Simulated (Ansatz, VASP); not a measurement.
# Ni (Nickel) in two plane-wave programs

One calculation is typed for both programs; each brings its own data sets. How far apart do they land? The two relaxations start from unlike cells of this crystal (the structure described is Ansatz's start), so only their ends are compared.

Method: plane waves, with VASP 6.6.1 beside it; relaxation of cell and atoms at LDA, DFT+U, in Ansatz 0.2.0.

## (1) The structure

Symmetry: Fm-3m, No. 225, cubic system. The conventional cell has a = 3.524 Å, b = 3.524 Å, c = 3.524 Å, α = 90.00°, β = 90.00°, γ = 90.00°. Nearest to Ni lie 12 Ni at 2.49 Å.

## (2) Ansatz: relaxation of cell and atoms, LDA, DFT+U

Ansatz runs on its default PAW (the set named soft_2) files.

The relaxed volume is the usual yardstick between codes: in a stiff, nearly cubic crystal its relative difference is about their pressure difference at one cell divided by the bulk modulus.

File input.yaml:

```yaml
crystal:
  lattice:
    - [0.0, 1.761935, 1.761935]
    - [1.761935, 0.0, 1.761935]
    - [1.761935, 1.761935, 0.0]
  atoms:
    - { symbol: Ni, position: [0.0, 0.0, 0.0], spin: 2.0 }
kpoints:
  mp_grid: { grid: [18, 18, 18] }
hamiltonian:
  xc: lda
  hubbard: { sites: [{ species: Ni, l: d, u_eff: 3.1 }] }
scf:
  occupations: { method: gaussian, width: 0.1 }
output:
  forces: true
  stress: true
  eigenvalues: true
  populations: true
magnetization:
  spin_polarized: true
relax:
  adjacent_minimum: "off"
  f_tol: 0.005
  max_steps: 60
  cell: { stress_tol: 0.03 }
```

Started as:

```
ansatz run input.yaml --threads 4 --pin off --max-ram 8192MiB --backend cpu --events-out ev --progress --plain --runs-dir out
```

Numbers of over 12 decimals in the logs are rounded to 6 here.

Output:

```text
Ni: projections on atomic orbitals take those of the free atom [Ne] 3s2 3p6 3d8 4s2, of charge +0.00 (hamiltonian.pseudopotentials.projection_atoms); the dataset's partial waves leave at most 1.6e-6 of an orbital's norm unspanned inside its sphere
Engine: ansatz 0.2.0, aarch64-unknown-linux-gnu
Pseudopotentials: kind: paw
Pseudopotential: Ni, paw, valence charge 18, recommended cutoff 420 eV (normal), Ni.paw.azcp
Functional definition: SPW92
  exchange = slater_x
  correlation = pw_c
Crystal: 1 atoms, lattice volume = 10.940 Å³
Basis set: ecut = 420 eV, 181 PW (Γ)
Bands: 14, of which v1, the nominal top of the filled ones, is band 9 counted from 1 (8 counted from 0)
Symmetry: 48 space group operations
Space group: Fm-3m (ITA 225), of the structure as read, at distance tolerance 2.2e-5 Å
Magnetic group: BNS 225.116 (UNI 1618), of the structure as read, at distance tolerance 2.2e-5 Å
k-points: 195 of 5832
Non-local potential: Ni, projectors of the file, l = 0: 3, l = 1: 2, l = 2: 3, l = 3: 1
PAW form: soft (Blöchl's): semilocal exchange-correlation on the pseudo side does not see the compensation charge
PAW frozen core: Ni, regenerated for the run's functional, and the local potential with it (the file was generated under x = pbe(κ = 0.804, μ = 0.219515), c = pbe(β = 0.066725))
PAW one-centre angular grid: Ni, 590 points (default); XC on 64 Gauss nodes
Initial density: superposition of atomic densities (chi_scale 0.1, normalization cell)
Starting moments: Σ|m| = 2 μB on 1 of 1 site
Initial wavefunctions: pseudopotential atomic-orbital guess
Functional: x = slater, c = lda
iter 1 solved again at ethr=1.04e-4 eV; its pass at ethr=3.10e-3 eV (dr2=1.87e-2 eV) is discarded
SCF iter   1: F=—  HF=-5771.269481 eV  |F-HF|=—  |Δ(HF+E_count)|=         —  Δρ=1.17e-1 (↑1.03e-1 ↓1.17e-1)  dr2=1.78e-2  dr2_m=1.20e0  M=0.995 μB ∫|m|=1.114 μB  β_m=0.30  ethr=1.04e-4  ⟨swp⟩=1.0  Hψ=37498  notcnv=0
preconditioner: auto → none  [metal: Δε(μ)=0.005 eV  Ē_g=17.552 eV  σ=0.100 eV  W_gap=0.03  n_scr=0 (ndim 8)  ℏωp=35.5 eV  f_vac=0.000  D(μ)=1.33/eV (n_scr^D=14)]
SCF iter   2: F=—  HF=-5771.500985 eV  |F-HF|=—  |Δ(HF+E_count)|=   2.32e-1  Δρ=9.60e-2 (↑8.18e-2 ↓9.60e-2)  dr2=1.72e-2  dr2_m=7.87e-1  M=0.918 μB ∫|m|=1.045 μB  β_m=0.30  ethr=9.91e-5  ⟨swp⟩=2.3  Hψ=7952  notcnv=0
SCF iter   3: F=—  HF=-5771.642675 eV  |F-HF|=—  |Δ(HF+E_count)|=   1.42e-1  Δρ=7.40e-2 (↑7.40e-2 ↓7.22e-2)  dr2=8.93e-4  dr2_m=5.34e-1  M=0.844 μB ∫|m|=0.986 μB  β_m=0.30  ethr=9.54e-5  ⟨swp⟩=2.0  Hψ=9370  notcnv=0
SCF iter   4: F=—  HF=-5771.729414 eV  |F-HF|=—  |Δ(HF+E_count)|=   8.67e-2  Δρ=6.07e-2 (↑5.69e-2 ↓6.07e-2)  dr2=1.52e-3  dr2_m=3.46e-1  M=0.798 μB ∫|m|=0.942 μB  β_m=0.30  ethr=4.96e-6  ⟨swp⟩=2.1  Hψ=9554  notcnv=0
SCF iter   5: F=—  HF=-5771.781963 eV  |F-HF|=—  |Δ(HF+E_count)|=   5.25e-2  Δρ=4.95e-2 (↑4.29e-2 ↓4.95e-2)  dr2=3.23e-3  dr2_m=2.14e-1  M=0.771 μB ∫|m|=0.911 μB  β_m=0.30  ethr=4.96e-6  ⟨swp⟩=1.9  Hψ=7996  notcnv=0
SCF iter   6: F=—  HF=-5771.812207 eV  |F-HF|=—  |Δ(HF+E_count)|=   3.02e-2  Δρ=3.56e-2 (↑3.56e-2 ↓3.51e-2)  dr2=3.78e-5  dr2_m=1.25e-1  M=0.758 μB ∫|m|=0.892 μB  β_m=0.30  ethr=4.96e-6  ⟨swp⟩=2.0  Hψ=8028  notcnv=0
SCF iter   7: F=—  HF=-5771.830008 eV  |F-HF|=—  |Δ(HF+E_count)|=   1.78e-2  Δρ=2.84e-2 (↑2.78e-2 ↓2.84e-2)  dr2=2.56e-5  dr2_m=7.91e-2  M=0.742 μB ∫|m|=0.871 μB  β_m=0.30  ethr=2.10e-7  ⟨swp⟩=2.2  Hψ=8845  notcnv=0
Mixer restart at iter 7: flushing history
spin-set hold released at iteration 7 (site moments contracting): the magnetisation degrees of freedom join the quasi-Newton model from the next iteration; the mixer history was flushed
SCF iter   8: F=—  HF=-5771.840763 eV  |F-HF|=—  |Δ(HF+E_count)|=   1.08e-2  Δρ=2.29e-2 (↑2.19e-2 ↓2.29e-2)  dr2=8.40e-5  dr2_m=5.04e-2  M=0.728 μB ∫|m|=0.854 μB  β_m=0.55  ethr=1.42e-7  ⟨swp⟩=2.0  Hψ=8152  notcnv=0
SCF iter   9: F=—  HF=-5771.857634 eV  |F-HF|=—  |Δ(HF+E_count)|=   1.69e-2  Δρ=6.60e-3 (↑6.60e-3 ↓3.28e-3)  dr2=6.50e-4  dr2_m=2.43e-3  M=0.677 μB ∫|m|=0.788 μB  β_m=0.59  ethr=1.42e-7  ⟨swp⟩=2.7  Hψ=11345  notcnv=0  defer=7
SCF iter  10: F=—  HF=-5771.858235 eV  |F-HF|=—  |Δ(HF+E_count)|=   6.01e-4  Δρ=4.55e-3 (↑3.58e-4 ↓4.55e-3)  dr2=1.14e-3  dr2_m=5.72e-4  M=0.657 μB ∫|m|=0.763 μB  β_m=0.51  ethr=1.42e-7  ⟨swp⟩=2.4  Hψ=11306  notcnv=0  defer=6
SCF iter  11: F=—  HF=-5771.858082 eV  |F-HF|=—  |Δ(HF+E_count)|=   1.53e-4  Δρ=9.83e-4 (↑9.37e-4 ↓9.83e-4)  dr2=3.32e-6  dr2_m=8.77e-5  M=0.654 μB ∫|m|=0.759 μB  β_m=0.75  ethr=1.42e-7  ⟨swp⟩=2.1  Hψ=9247  notcnv=0  defer=6
SCF iter  12: F=—  HF=-5771.858257 eV  |F-HF|=—  |Δ(HF+E_count)|=   1.75e-4  Δρ=6.74e-4 (↑6.74e-4 ↓6.34e-4)  dr2=6.15e-7  dr2_m=4.20e-5  M=0.646 μB ∫|m|=0.747 μB  β_m=0.79  ethr=1.85e-8  ⟨swp⟩=2.0  Hψ=9015  notcnv=0  defer=6
[...]
Crystal: 1 atoms, lattice volume = 10.030 Å³
iter 1 solved again at ethr=1.01e-6 eV; its pass at ethr=3.10e-3 eV (dr2=1.81e-4 eV) is discarded
SCF iter   1: F=—  HF=-5771.912982 eV  |F-HF|=—  |Δ(HF+E_count)|=         —  Δρ=2.01e-3 (↑2.01e-3 ↓8.79e-4)  dr2=1.95e-4  dr2_m=1.45e-4  M=0.616 μB ∫|m|=0.707 μB  β_m=0.30  ethr=1.01e-6  ⟨swp⟩=2.0  Hψ=35157  notcnv=0
preconditioner: auto → none  [metal: Δε(μ)=0.005 eV  Ē_g=18.558 eV  σ=0.100 eV  W_gap=0.03  n_scr=0 (ndim 8)  ℏωp=37.1 eV  f_vac=0.000  D(μ)=1.20/eV (n_scr^D=14)]
SCF iter   2: F=—  HF=-5771.912980 eV  |F-HF|=—  |Δ(HF+E_count)|=   1.53e-6  Δρ=1.22e-3 (↑8.84e-4 ↓1.22e-3)  dr2=1.31e-5  dr2_m=9.68e-5  M=0.617 μB ∫|m|=0.708 μB  β_m=0.33  ethr=1.01e-6  ⟨swp⟩=2.3  Hψ=7071  notcnv=0
SCF iter   3: F=—  HF=-5771.912992 eV  |F-HF|=—  |Δ(HF+E_count)|=   1.21e-5  Δρ=8.03e-4 (↑8.03e-4 ↓5.71e-4)  dr2=6.08e-6  dr2_m=4.23e-5  M=0.617 μB ∫|m|=0.708 μB  β_m=0.47  ethr=7.27e-8  ⟨swp⟩=2.2  Hψ=8518  notcnv=0
SCF iter   4: F=—  HF=-5771.913009 eV  |F-HF|=—  |Δ(HF+E_count)|=   1.63e-5  Δρ=1.56e-4 (↑4.70e-5 ↓1.56e-4)  dr2=1.35e-6  dr2_m=6.74e-7  M=0.618 μB ∫|m|=0.708 μB  β_m=0.69  ethr=3.38e-8  ⟨swp⟩=2.2  Hψ=8216  notcnv=0
iter 5 did not close the SCF: its close was put off for a magnetic moment that had not settled (scf_convergence_deferred on its scf_iter line)
SCF iter   5: F=-5771.913009 eV  HF=-5771.913009 eV  |F-HF|=1.18e-8  |Δ(HF+E_count)|=   1.74e-7  Δρ=1.40e-5 (↑1.07e-5 ↓1.40e-5)  dr2=1.13e-9  dr2_m=1.22e-8  M=0.618 μB ∫|m|=0.708 μB  β_m=0.85  ethr=5.56e-10  ⟨swp⟩=3.4  Hψ=20663  notcnv=0
SCF iter   6: F=-5771.913009 eV  HF=-5771.913009 eV  |F-HF|=1.24e-9  |Δ(HF+E_count)|=   1.65e-8  Δρ=7.47e-6 (↑7.47e-6 ↓3.22e-6)  dr2=3.00e-9  dr2_m=1.61e-9  M=0.618 μB ∫|m|=0.708 μB  ethr=6.25e-12  ⟨swp⟩=1.3  Hψ=15880  notcnv=0
SCF 4 converged in 6 iterations: F = -5771.913009 eV  dr2 = 3.00e-9
relax step   4: F+E_penalty+E_count = -5771.91300900 eV  Δ(F+E_penalty+E_count) = -6.119e-4 eV  max|allowed force component| = 0.000e0 eV/Å  Δτ_max = 0.0000 Å  P = -0.210 GPa  Ω = 10.030 Å³  energy of the carried Pulay correction = +5.890e-4 eV  (6 SCF iters, dr2 threshold 1.00e-7 eV, accepted)
[...]
relax step   5: F+E_penalty+E_count = -5771.91302022 eV  Δ(F+E_penalty+E_count) = -1.123e-5 eV  max|allowed force component| = 0.000e0 eV/Å  Δτ_max = 0.0000 Å  P = -0.004 GPa  Ω = 10.022 Å³  energy of the carried Pulay correction = +5.947e-4 eV  (4 SCF iters, dr2 threshold 1.00e-7 eV, accepted)
[...]
relax step   6: F+E_penalty+E_count = -5771.91249955 eV  Δ(F+E_penalty+E_count) = +5.207e-4 eV  max|allowed force component| = 0.000e0 eV/Å  Δτ_max = 0.0000 Å  P = -0.011 GPa  Ω = 10.022 Å³  stress off target by 1.09e-2 GPa  SCF on the basis re-selected at this cell (its energy is not comparable with the rows above)  (7 SCF iters)
basis re-selected at this cell: Δ(F+E_penalty+E_count) = +5.207e-4 eV, ΔP = -0.007 GPa vs the last step (what re-selecting the basis moved, of the pressure what is left beyond the Pulay correction that the steps carried, after the strain that the cell walked since its last selection, with what the two solves' SCF thresholds leave and, on support functions, any second-order correction that the steps lacked; it is no measure of the basis error at this ecutwfc). This SCF's stress stands 1.09e-2 GPa from its target on what of the cell is left free (relax.cell.stress_tol is 3.00e-2 GPa) and its largest allowed force component is 0.00e0 eV/Å (relax.f_tol is 5.00e-3 eV/Å): [rest of the remark cut]
SCF converged after 7 iterations
Magnetization: 0.6179 μB (9.3090 up, 8.6910 down)
Absolute magnetization: 0.7087 μB (∫|ρ↑−ρ↓|, with the PAW one-centre terms)
Spin contamination: 0.0098 ħ² per cell (⟨S²⟩ above its minimum at these occupations)
Per-site moments (μB) at R_I (Å): [(0.655953, 0.998264)]
Free energy (F): -5771.912500 eV
Harris-Foulkes:  -5771.912500 eV  (|F-HF|=0.00e0)
Internal energy: -5771.906586 eV  (E = F + TS)
E sigma→0 (E₀):  -5771.909543 eV
Entropy (-TS):   -0.005914 eV (-5.914 meV/atom)
Fermi energy:    19.143964 eV
--- Per-component energies (eV) ---
  E_band       = -260.898766
  E_kinetic    = 285.919184
  E_local      = -3314.059762  (includes V_loc(G=0)·N_el)
  E_nonlocal   = 642.069652
  E_hartree    = 1388.115784
  E_xc         = -85.155754
  E_vxc        = -110.250498  (∫ρ·V_xc dr)
  E_hubbard    = 1.408590  (on-site DFT+U / exact-exchange correction)
  E_vhub       = -10.968954  (the Hubbard potential's part of the band-sum identity)
  E_paw        = -1565.592033  (= ΣΔE_a)
  E_vpaw       = -529.840630  (= ΣTr[D̂ρ^β])
  E_aug_tail   = 0.000692  (compensation charges beyond the density's cutoff)
  E_ewald      = -3125.047059
  E_core_change = 0.434120  (= ΣΔE_core)
  E_smearing   = -0.005914  (= −TS)
  E_closure    = 0.000000  (closes the sum)
  Σ components = -5771.912500   (vs F -5771.912500, Δ=0.00e0)
--- Forces (eV/Å), atoms counted from 1 ---
  atom   1  Ni    -0.00000000     0.00000000     0.00000000
  max |Σ_I F_I| component: 4.93e-32 eV/Å
--- Stress (GPa, compression-positive) ---
       -0.010854      -0.000000      -0.000000
       -0.000000      -0.010854       0.000000
       -0.000000       0.000000      -0.010854
  P = ⅓ Tr σ = -0.0109 GPa (-0.109 kbar)
--- Band table (eV; the first three rows and the last of 390) ---
  k-point 0 ↑: bands = [... 5 lower, 15.9473, 15.9473, 15.9473, 17.3331, 17.3331, 43.8693, 48.4054, 48.4054, ... 1 higher]
  k-point 1 ↑: bands = [... 5 lower, 15.9097, 15.9792, 15.9792, 17.3188, 17.3188, 43.5609, 46.7639, 48.1149, ... 1 higher]
  k-point 2 ↑: bands = [... 5 lower, 15.8093, 16.0629, 16.0629, 17.2877, 17.2877, 41.9598, 45.3200, 47.5458, ... 1 higher]
  k-point 194 ↓: bands = [... 5 lower, 16.0686, 16.6686, 17.9639, 19.6948, 27.2693, 29.0276, 30.4974, 31.8380, ... 1 higher]
Occupation matrices written to <dir>
--- Relaxed structure (5 steps of the walk, 5 accepted, 1 SCFs on fresh bases) ---
  F+E_penalty+E_count = -5771.91249955 eV   max|allowed force component| = 0.000e0 eV/Å   (the final SCF, on the basis selected at the relaxed cell)
  cell:  # Å, volume = 10.0219 Å³
    - [0, 1.711223, 1.711223]
    - [1.711223, 0, 1.711223]
    - [1.711223, 1.711223, 0]
  atoms:
    - { symbol: Ni, position: [0.0, 0.0, 0.0] }
--- Löwdin populations: 1 site ---
  site symbol       q [e]    m [muB]
     0     Ni     17.8058     0.6464
  spilling = 0.010792 (of n_electrons = 18.000000)
```

[end of part 1 of 2]

[Lines on the potential files, build, host, timing and source positions are cut from VASP's logs without a mark.]

[Logs are printed without paths, hosts, clocks, repeated set-up lines and the standing remarks that a program may print on its own settings, such as how far it seeks lower states.]

[Hosts, paths, dates, database ids (printed as entryN), source tags and the programs' standing remarks are cut or masked in the printed files.]
